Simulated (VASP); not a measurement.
Here is a VASP 6.6.1 calculation.

File INCAR:

```
SYSTEM = GaHC2ClF
PREC = Accurate
ENCUT = 520
EDIFF = 1E-6
ISMEAR = 0
SIGMA = 0.01
LREAL = .FALSE.
LASPH = .TRUE.
NELM = 80
ALGO = Normal
ISIF = 2
LWAVE = .FALSE.
LCHARG = .TRUE.
GGA = PE
LELF = .TRUE.
```

The input KPOINTS:

```
regular mesh
0
G
  1 1 1
  0 0 0
```

The input POSCAR:

```
GaHC2ClF
1.0
   14.0000000000      0.0000000000      0.0000000000
    0.0000000000     12.0000000000      0.0000000000
    0.0000000000      0.0000000000     14.0000000000
C Ga F Cl H
2 1 1 1 1
Direct
    0.5927964300      0.5772833300      0.6152857100
    0.5298678600      0.5500666700      0.5613214300
    0.4322678600      0.5091166700      0.4759357100
    0.3534464300      0.4023416700      0.5047285700
    0.4079107100      0.5840750000      0.3416571400
    0.6484107100      0.6011583300      0.6632000000
```

Potentials or basis: VASP PAW PBE potentials, release 64 (C, Ga_d, F, Cl, H).

Command:

```sh
$ cat potpaw_PBE.64/C/POTCAR potpaw_PBE.64/Ga_d/POTCAR potpaw_PBE.64/F/POTCAR potpaw_PBE.64/Cl/POTCAR potpaw_PBE.64/H/POTCAR > POTCAR
$ mpirun -np 1 vasp_gam > vasp.out
```

Task: Estimate the largest force.

Result: 1.150 eV/Å.

Task: What does it give for the gap between the frontier levels?

Result: 5.04 eV.

Forces in eV/Å, atoms in the order of the input:
```
C    0.625  0.231  0.537
C   -0.843 -0.319 -0.714
Ga   0.465  0.409  0.034
F   -0.356 -0.407  0.122
Cl  -0.031  0.035 -0.099
H    0.140  0.052  0.120
```

Caveat: the standard files for N, O and F lose accuracy on very short bonds.
